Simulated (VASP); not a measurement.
**Initial- and final-state core-level shifts of Al7Ir**

Aim: how the core levels of Al7Ir differ from atom to atom, with and without the screening of the hole.

Main program and level: VASP 6.6.1; PBEsol; plane waves and PAW (Al, Ir), in the first sound run; inputs show where later runs differ.

### 1. The starting structure

The cell holds 16 atoms: 14 Al and 2 Ir. Cell: a = 8.041 Å, b = 9.429 Å, c = 11.371 Å, α = 90.0°, β = 135.0°, γ = 129.8°. It derives from Ir and Al. Random alloy: site Ir, solute Al, share 0.875, order random, lattice volume linear between typed atomic volumes.

Coordinates:

```xyz
16
Lattice="-8.0407 0.0000 0.0000 6.0305 -6.0305 4.0204 8.0407 8.0407 0.0000" Properties=species:S:1:pos:R:3 pbc="T T T"
Al    4.0204   -2.0102    2.0102
Al    8.0407    2.0102    2.0102
Al   10.0509    4.0204    2.0102
Al    0.0000    0.0000    0.0000
Al    2.0102    2.0102    0.0000
Al    4.0204    4.0204    0.0000
Al    6.0305    6.0305    0.0000
Al    0.0000   -2.0102    2.0102
Al    2.0102    0.0000    2.0102
Al    4.0204    2.0102    2.0102
Al    6.0305    4.0204    2.0102
Al   -4.0204    0.0000    0.0000
Al    0.0000    4.0204    0.0000
Al    2.0102    6.0305    0.0000
Ir    6.0305    0.0000    2.0102
Ir   -2.0102    2.0102    0.0000
```

### 2. Relaxation

The atoms are relaxed first inside the given cell, which is kept (ISIF = 0), since core levels depend on the positions.

INCAR

```
SYSTEM = Al7Ir
PREC = Normal
ENCUT = 330
EDIFF = 1E-05
NELM = 100
ISMEAR = 0
SIGMA = 0.1
LREAL = Auto
ALGO = Fast
GGA = PS
NBANDS = 46
LASPH = .TRUE.
LWAVE = .FALSE.
LCHARG = .FALSE.
KPAR = 8
IBRION = 2
NSW = 50
ISIF = 0
EDIFFG = -0.05
```

POSCAR

```
Al7Ir
1.0
   -8.0407019296      0.0000000000      0.0000000000
    6.0305264472     -6.0305264472      4.0203509648
    8.0407019296      8.0407019296      0.0000000000
Al Ir
14 2
Direct
    0.0000000000      0.5000000000      0.1250000000
    0.0000000000      0.5000000000      0.6250000000
    0.0000000000      0.5000000000      0.8750000000
    0.0000000000      0.0000000000      0.0000000000
    0.0000000000      0.0000000000      0.2500000000
    0.0000000000      0.0000000000      0.5000000000
    0.0000000000      0.0000000000      0.7500000000
    0.5000000000      0.5000000000      0.1250000000
    0.5000000000      0.5000000000      0.3750000000
    0.5000000000      0.5000000000      0.6250000000
    0.5000000000      0.5000000000      0.8750000000
    0.5000000000      0.0000000000      0.0000000000
    0.5000000000      0.0000000000      0.5000000000
    0.5000000000      0.0000000000      0.7500000000
    0.0000000000      0.5000000000      0.3750000000
    0.5000000000      0.0000000000      0.2500000000
```

KPOINTS

```
Automatic mesh
0
Gamma
7 5 4
0 0 0
```

PAW data sets: Al and Ir (PBE family, release 64).

Started as:

```sh
mpirun -np 8 vasp_std
```

The log of the run:

```text
[banner, memory and clock lines left out]
running    8 mpi-ranks, on    1 nodes
 distrk:  each k-point on    1 cores,    8 groups
 distr:  one band on    1 cores,    1 groups

 POSCAR found type information on POSCAR AlIr
 POSCAR found :  2 types and      16 ions
|                                                                             |
|           W    W    AA    RRRRR   N    N  II  N    N   GGGG   !!!           |
|           W    W   A  A   R    R  NN   N  II  NN   N  G    G  !!!           |
|           W    W  A    A  R    R  N N  N  II  N N  N  G       !!!           |
|           W WW W  AAAAAA  RRRRR   N  N N  II  N  N N  G  GGG   !            |
|           WW  WW  A    A  R   R   N   NN  II  N   NN  G    G                |
|           W    W  A    A  R    R  N    N  II  N    N   GGGG   !!!           |
|                                                                             |
|     For optimal performance we recommend to set                             |
|       NCORE = 2 up to number-of-cores-per-socket                            |
|     NCORE specifies how many cores store one orbital (NPAR=cpu/NCORE).      |
|     This setting can greatly improve the performance of VASP for DFT.       |
|     The default, NCORE=1 might be grossly inefficient on modern             |
|     multi-core architectures or massively parallel machines. Do your        |
|     Unfortunately you need to use the default for GW and RPA                |
|     calculations (for HF NCORE is supported but not extensively tested      |
|     yet).                                                                   |
|                                                                             |

|                                                                             |
|               ----> ADVICE to this user running VASP <----                  |
|                                                                             |
|     You enforced a specific xc type in the INCAR file but a different       |
|     [... a line on the potential file left out ...]
|     I HOPE YOU KNOW WHAT YOU ARE DOING!                                     |
|                                                                             |

 LDA part: xc-table for (Slater+PW92), standard interpolation
|                                                                             |
|           W    W    AA    RRRRR   N    N  II  N    N   GGGG   !!!           |
|           W    W   A  A   R    R  NN   N  II  NN   N  G    G  !!!           |
|           W    W  A    A  R    R  N N  N  II  N N  N  G       !!!           |
|           W WW W  AAAAAA  RRRRR   N  N N  II  N  N N  G  GGG   !            |
|           WW  WW  A    A  R   R   N   NN  II  N   NN  G    G                |
|           W    W  A    A  R    R  N    N  II  N    N   GGGG   !!!           |
|                                                                             |
|     Your reciprocal lattice and k-lattice belong to different lattice       |
|     classes:                                                                |
|                                                                             |
|        The reciprocal lattice is base-centered monoclinic,                  |
|        whereas your k-lattice is triclinic.                                 |
|                                                                             |
|     Results are often still useful ...                                      |
|                                                                             |

 POSCAR, INCAR and KPOINTS ok, starting setup
 FFT: planning ... GRIDC
 FFT: planning ... GRID_SOFT
 FFT: planning ... GRID
 WAVECAR not read
 entering main loop
       N       E                     dE             d eps       ncg     rms          rms(c)
DAV:   1     0.105444828665E+03    0.10544E+03   -0.16382E+04  6540   0.743E+02
DAV:   2    -0.672795060994E+02   -0.17272E+03   -0.15355E+03  7076   0.169E+02
DAV:   3    -0.816569292931E+02   -0.14377E+02   -0.13523E+02  8672   0.416E+01
DAV:   4    -0.820731192796E+02   -0.41619E+00   -0.41258E+00  8098   0.853E+00
DAV:   5    -0.820865546758E+02   -0.13435E-01   -0.13422E-01  8296   0.151E+00    0.155E+01
RMM:   6    -0.819411051571E+02    0.14545E+00   -0.18252E+01  6533   0.192E+01    0.111E+01
RMM:   7    -0.799608909172E+02    0.19802E+01   -0.27784E+00  6532   0.122E+01    0.314E+00
RMM:   8    -0.798153833194E+02    0.14551E+00   -0.36066E-01  6532   0.166E+00    0.185E+00
RMM:   9    -0.797542410134E+02    0.61142E-01   -0.10094E-01  6569   0.152E+00    0.461E-01
RMM:  10    -0.797524291960E+02    0.18118E-02   -0.28264E-02  6803   0.572E-01    0.199E-01
RMM:  11    -0.797527764454E+02   -0.34725E-03   -0.47789E-03  7535   0.244E-01    0.167E-01
RMM:  12    -0.797528825436E+02   -0.10610E-03   -0.11193E-03  6553   0.191E-01    0.136E-01
RMM:  13    -0.797527472728E+02    0.13527E-03   -0.47628E-04  6532   0.149E-01    0.409E-02
RMM:  14    -0.797527598942E+02   -0.12621E-04   -0.14115E-04  6091   0.395E-02    0.313E-02
RMM:  15    -0.797527590839E+02    0.81029E-06   -0.18758E-05  4629   0.193E-02
   1 F= -.79752759E+02 E0= -.79735788E+02  d E =-.797528E+02
 curvature:   0.00 expect dE= 0.000E+00 dE for cont linesearch  0.000E+00
 trial: gam= 0.00000 g(F)=  0.373E+00 g(S)=  0.000E+00 ort = 0.000E+00 (trialstep = 0.100E+01)
 search vector abs. value=  0.373E+00
 bond charge predicted
       N       E                     dE             d eps       ncg     rms          rms(c)
DAV:   1    -0.800324908163E+02   -0.27973E+00   -0.24030E+01  6772   0.158E+01    0.859E-01
RMM:   2    -0.800544907186E+02   -0.22000E-01   -0.38054E-01  6532   0.329E+00    0.458E-01
RMM:   3    -0.800613343489E+02   -0.68436E-02   -0.91576E-02  6874   0.162E+00    0.300E-01
RMM:   4    -0.800636075606E+02   -0.22732E-02   -0.36490E-02  8305   0.769E-01    0.317E-01
RMM:   5    -0.800630384784E+02    0.56908E-03   -0.10444E-03  6756   0.127E-01    0.283E-01
RMM:   6    -0.800617533390E+02    0.12851E-02   -0.28387E-03  6532   0.185E-01    0.767E-02
RMM:   7    -0.800617377116E+02    0.15627E-04   -0.10007E-03  6686   0.133E-01    0.311E-02
RMM:   8    -0.800617440444E+02   -0.63328E-05   -0.21914E-04  7387   0.617E-02    0.218E-02
RMM:   9    -0.800617291536E+02    0.14891E-04   -0.56053E-05  5895   0.306E-02    0.135E-02
RMM:  10    -0.800617311604E+02   -0.20068E-05   -0.18689E-05  4611   0.167E-02
   2 F= -.80061731E+02 E0= -.80044560E+02  d E =-.308972E+00
[... from here on, the cycles between the ionic steps are left out ...]
   3 F= -.80286590E+02 E0= -.80268416E+02  d E =-.533831E+00
   4 F= -.80287930E+02 E0= -.80269646E+02  d E =-.535171E+00
   5 F= -.80340411E+02 E0= -.80321973E+02  d E =-.524816E-01
   6 F= -.80374171E+02 E0= -.80355595E+02  d E =-.862418E-01
   7 F= -.80374635E+02 E0= -.80356052E+02  d E =-.867051E-01
   8 F= -.80393296E+02 E0= -.80374686E+02  d E =-.186611E-01
   9 F= -.80404777E+02 E0= -.80386179E+02  d E =-.301426E-01
  10 F= -.80410811E+02 E0= -.80392145E+02  d E =-.603402E-02
  11 F= -.80412429E+02 E0= -.80393706E+02  d E =-.765195E-02
 curvature:  -3.28 expect dE=-0.347E-02 dE for cont linesearch -0.212E-05
 trial: gam= 0.29134 g(F)=  0.106E-02 g(S)=  0.000E+00 ort =-0.567E-04 (trialstep = 0.286E+01)
 search vector abs. value=  0.144E-02
 bond charge predicted
       N       E                     dE             d eps       ncg     rms          rms(c)
DAV:   1    -0.804139601866E+02   -0.15220E-02   -0.32095E-01  7006   0.189E+00    0.760E-02
RMM:   2    -0.804141788894E+02   -0.21870E-03   -0.40460E-03  6532   0.318E-01    0.483E-02
RMM:   3    -0.804142046423E+02   -0.25753E-04   -0.70994E-04  6714   0.146E-01    0.276E-02
RMM:   4    -0.804142166971E+02   -0.12055E-04   -0.28003E-04  7854   0.762E-02    0.258E-02
RMM:   5    -0.804142097286E+02    0.69685E-05   -0.26118E-05  4903   0.227E-02
  12 F= -.80414210E+02 E0= -.80395412E+02  d E =-.178049E-02
 trial-energy change:   -0.001780  1 .order   -0.001814   -0.002973   -0.000654
 step:   3.6686(harm=  3.6686)  dis= 0.00966  next Energy=   -80.414335 (dE=-0.191E-02)
 reached required accuracy - stopping structural energy minimisation
```

The job ended after 12 min (8 MPI ranks of AMD EPYC 7R43, shared host; peak memory 3.8 GiB; 1.5 h of CPU time).

The logs omit lines about the potential files and the build; timing stands in the text.

OUTCAR, selected parts (step 2):

```text
ion  position               nearest neighbor table
   1  0.000  0.500  0.125-   3 2.84   9 2.84  13 2.84  15 2.84  16 2.84  11 2.84  12 2.84  14 2.84
                             6 2.84   7 2.84   7 2.84   6 2.84
   2  0.000  0.500  0.625-   3 2.84  11 2.84  12 2.84  14 2.84  15 2.84   9 2.84  13 2.84  16 2.84
                             4 2.84   5 2.84   5 2.84   4 2.84
   3  0.000  0.500  0.875-   1 2.84   2 2.84   8 2.84  12 2.84  16 2.84  10 2.84  13 2.84  14 2.84
                             5 2.84   6 2.84   6 2.84   5 2.84
   4  0.000  0.000  0.000-   5 2.84   7 2.84   8 2.84   9 2.84  16 2.84  14 2.84  10 2.84  11 2.84
                            15 2.84   2 2.84   2 2.84  15 2.84
   5  0.000  0.000  0.250-   4 2.84   6 2.84   9 2.84  10 2.84  13 2.84  12 2.84   8 2.84  11 2.84
                             2 2.84   3 2.84   3 2.84   2 2.84
   6  0.000  0.000  0.500-   5 2.84   7 2.84  10 2.84  11 2.84  14 2.84  16 2.84   8 2.84   9 2.84
                             3 2.84   1 2.84   1 2.84   3 2.84
   7  0.000  0.000  0.750-   4 2.84   6 2.84   8 2.84  11 2.84  12 2.84  13 2.84   9 2.84  10 2.84
                             1 2.84  15 2.84  15 2.84   1 2.84
   8  0.500  0.500  0.125-   5 2.84   6 2.84   9 2.84  11 2.84  15 2.84   3 2.84   4 2.84   7 2.84
                            13 2.84  14 2.84  14 2.84  13 2.84
   9  0.500  0.500  0.375-   2 2.84   6 2.84   7 2.84   8 2.84  10 2.84   1 2.84   4 2.84   5 2.84
                            14 2.84  12 2.84  12 2.84  14 2.84
  10  0.500  0.500  0.625-   3 2.84   4 2.84   7 2.84   9 2.84  11 2.84  15 2.84   5 2.84   6 2.84
                            12 2.84  16 2.84  16 2.84  12 2.84
  11  0.500  0.500  0.875-   1 2.84   4 2.84   5 2.84   8 2.84  10 2.84   2 2.84   6 2.84   7 2.84
                            16 2.84  13 2.84  13 2.84  16 2.84
  12  0.500  0.000  0.000-   1 2.84   5 2.84  14 2.84  15 2.84  16 2.84   7 2.84   2 2.84   3 2.84
                             9 2.84  10 2.84  10 2.84   9 2.84
  13  0.500  0.000  0.500-   2 2.84   3 2.84   7 2.84  14 2.84  16 2.84   5 2.84   1 2.84  15 2.84
                             8 2.84  11 2.84   8 2.84  11 2.84
  14  0.500  0.000  0.750-   1 2.84   3 2.84   4 2.84  12 2.84  13 2.84   6 2.84   2 2.84  15 2.84
                             9 2.84   8 2.84   9 2.84   8 2.84
  15  0.000  0.500  0.375-   1 2.84   2 2.84  10 2.84  13 2.84  14 2.84   8 2.84  12 2.84  16 2.84
                             7 2.84   4 2.84   4 2.84   7 2.84
  16  0.500  0.000  0.250-   2 2.84   6 2.84  12 2.84  13 2.84  15 2.84   4 2.84   1 2.84   3 2.84
                            10 2.84  11 2.84  11 2.84  10 2.84

  LATTYP: Found a base centered monoclinic cell.
 ALAT       =     9.8478084507
 B/A-ratio  =     1.1547005384
 C/A-ratio  =     0.5000000000
 COS(beta)  =    -0.3333333333

 Subroutine GETGRP returns: Found  2 space group operations
 (whereof  1 operations were pure point group operations)

The static configuration has the point symmetry C_1 .
 The point group associated with its full space group is S_2 .

 Found     71 irreducible k-points:

   k-points           NKPTS =     71   k-points in BZ     NKDIM =     71   number of bands    NBANDS=     46

   dimension x,y,z NGX =    36 NGY =   42 NGZ =   54
   dimension x,y,z NGXF=    72 NGYF=   84 NGZF=  108

   ENCUT  =  330.0 eV  24.25 Ry    4.92 a.u.  11.91 13.97 16.84*2*pi/ulx,y,z

   NELECT =      60.0000    total number of electrons

 k-points in reciprocal lattice and weights: Automatic mesh
   0.00000000  0.00000000  0.00000000       0.007
   0.14285714  0.00000000  0.00000000       0.014
   0.28571429  0.00000000  0.00000000       0.014
   0.42857143 -0.00000000  0.00000000       0.014
   0.00000000  0.20000000  0.00000000       0.014
   0.14285714  0.20000000  0.00000000       0.014
   0.28571429  0.20000000  0.00000000       0.014
   0.42857143  0.20000000  0.00000000       0.014
  -0.42857143  0.20000000  0.00000000       0.014
[...]
-0.28571429  0.40000000  0.50000000       0.014
  -0.14285714  0.40000000  0.50000000       0.014

 average (electrostatic) potential at core
       1 -72.2027       2 -72.2120       3 -72.2526       4 -72.2875       5 -72.1810
       6 -72.1482       7 -72.1942       8 -72.1482       9 -72.1810      10 -72.2875
      11 -72.1942      12 -72.2120      13 -72.2027      14 -72.2526      15 -50.0671
      16 -50.0671

 E-fermi :   8.1225

 k-point     1 :       0.0000    0.0000    0.0000
  band No.  band energies     occupation
    ...
     25       6.5552      2.00000
     26       6.5649      2.00000
     27       7.9919      1.93520
     28       8.0417      1.74684
     29       8.1550      0.64556
     30       8.4357      0.00001
     31       8.4726      0.00000
     32       8.6053      0.00000
     33       8.9955      0.00000
     34       9.1597      0.00000
    ...

 k-point     2 :       0.1429    0.0000    0.0000
  band No.  band energies     occupation
    ...
     25       6.7563      2.00000
     26       7.0229      2.00000
     27       7.4435      2.00000
     28       7.7839      2.00000
     29       8.1098      1.14275
     30       8.1860      0.36937
     31       8.6718      0.00000
     32       8.8510      0.00000
     33       9.2027      0.00000
     34       9.2764      0.00000
    ...

 k-point     3 :       0.2857    0.0000    0.0000
  band No.  band energies     occupation
    ...
     26       6.4645      2.00000
     27       6.8130      2.00000
     28       7.0378      2.00000
     29       7.6284      2.00000
     30       7.7436      2.00000
     31       8.4795      0.00000
     32       9.1499      0.00000
     33       9.2067      0.00000
     34       9.7415      0.00000
     35       9.8828      0.00000
    ...

  energy-cutoff  :      330.00
  volume of cell :      259.93
      direct lattice vectors                 reciprocal lattice vectors
    -8.040701930  0.000000000  0.000000000    -0.124367252  0.124367252  0.373101755
     6.030526447 -6.030526447  4.020350965     0.000000000  0.000000000  0.248734503
     8.040701930  8.040701930  0.000000000     0.000000000  0.124367252  0.186550877

 POSITION                                       TOTAL-FORCE (eV/Angst)
 -----------------------------------------------------------------------------------
     -3.97244     -2.01583      2.00400        -0.004740     -0.011616      0.003879
      7.81377      1.94779      1.98299         0.005267     -0.012412     -0.002023
      2.09923      3.94598      1.97751         0.022464     -0.011276      0.000447
     -0.15493      0.03119      0.09988        -0.001235     -0.015338     -0.030801
     -0.00557     -4.08337      3.99827         0.012698      0.010971     -0.017550
      2.07561     -2.03001      3.92059         0.013976     -0.014443      0.007811
      6.05365      6.05454      0.04348        -0.020692      0.004950     -0.002705
     -0.06543     -1.99034      2.10994        -0.013976      0.014443     -0.007811
      2.01574      0.06302      2.03225        -0.012698     -0.010971      0.017550
      4.17528      1.97899      1.91029         0.001235      0.015338      0.030801
      6.00740      3.99634      1.96669         0.020692     -0.004950      0.002705
     -3.79342      0.06239      0.02718        -0.005267      0.012412      0.002023
     -0.04791      4.02601      0.00618         0.004740      0.011616     -0.003879
      1.92112      6.10490      0.03266        -0.022464      0.011276     -0.000447
      5.92799     -0.07271      2.14682         0.000178     -0.005272     -0.005853
      4.12289     -3.94764      3.88371        -0.000178      0.005272      0.005853
 -----------------------------------------------------------------------------------
    total drift:                                0.000048      0.000036     -0.000038

  FREE ENERGIE OF THE ION-ELECTRON SYSTEM (eV)
  ---------------------------------------------------
  free  energy   TOTEN  =       -80.4142097286 eV

  energy  without entropy=      -80.3766139230  energy(sigma->0) =      -80.39541183

 reached required accuracy - stopping structural energy minimisation

[... 3 further parts left out ...]
```

The PAW data sets were made with PBE, which is usual practice but a small mismatch for other functionals. The run keeps the 2 symmetry operations of its start, so it cannot find a distortion of lower symmetry.

Relaxation path:

```tsv
step	energy less that of the first step (eV)	largest force (eV/Å)
1	0.0000	1.0692
2	-0.3090	0.7485
3	-0.5338	0.3254
4	-0.5352	0.2947
5	-0.5877	0.1999
6	-0.6214	0.1787
7	-0.6219	0.1915
8	-0.6405	0.1099
9	-0.6520	0.0871
10	-0.6581	0.0560
11	-0.6597	0.0566
12	-0.6615	0.0344
```

The atoms that moved most (Å):

```tsv
atom	dx	dy	dz	length
Al12	0.227	0.062	0.027	0.237
Al2	-0.227	-0.062	-0.027	0.237
Al4	-0.155	0.031	0.100	0.187
Al10	0.155	-0.031	-0.100	0.187
Ir15	-0.103	-0.073	0.137	0.186
Ir16	0.103	0.073	-0.137	0.186
Al8	-0.065	0.020	0.100	0.121
Al6	0.065	-0.020	-0.100	0.121
```

Final coordinates:

```xyz
16
Lattice="-8.0407 0.0000 0.0000 6.0305 -6.0305 4.0204 8.0407 8.0407 0.0000" Properties=species:S:1:pos:R:3 pbc="T T T"
Al    4.0683   -2.0158    2.0040
Al    7.8138    1.9478    1.9830
Al   10.1399    3.9460    1.9775
Al   -0.1549    0.0312    0.0999
Al    2.0046    1.9472   -0.0221
Al    4.0858    4.0005   -0.0998
Al    6.0537    6.0545    0.0435
Al   -0.0654   -1.9903    2.1099
Al    2.0157    0.0630    2.0323
Al    4.1753    1.9790    1.9103
Al    6.0074    3.9963    1.9667
Al   -3.7934    0.0624    0.0272
Al   -0.0479    4.0260    0.0062
Al    1.9211    6.1049    0.0327
Ir    5.9280   -0.0727    2.1468
Ir   -1.9076    2.0829   -0.1366
```

Numbers from this step:

```yaml
free_energy_toten: -80.4142 eV
energy_at_zero_smearing: -80.3954 eV
fermi_energy: 8.123 eV
```

At PBEsol, with these data sets, the largest force is down to 0.034 eV/Å.

(Part 1 of 3 ends here.)

[Lines on the potential files, build, host, timing and source positions are cut from VASP's logs without a mark.]

[Logs are printed without paths, hosts, clocks, repeated set-up lines and the standing remarks that a program may print on its own settings, such as how far it seeks lower states.]

[Hosts, paths, dates, database ids (printed as entryN), source tags and the programs' standing remarks are cut or masked in the printed files.]
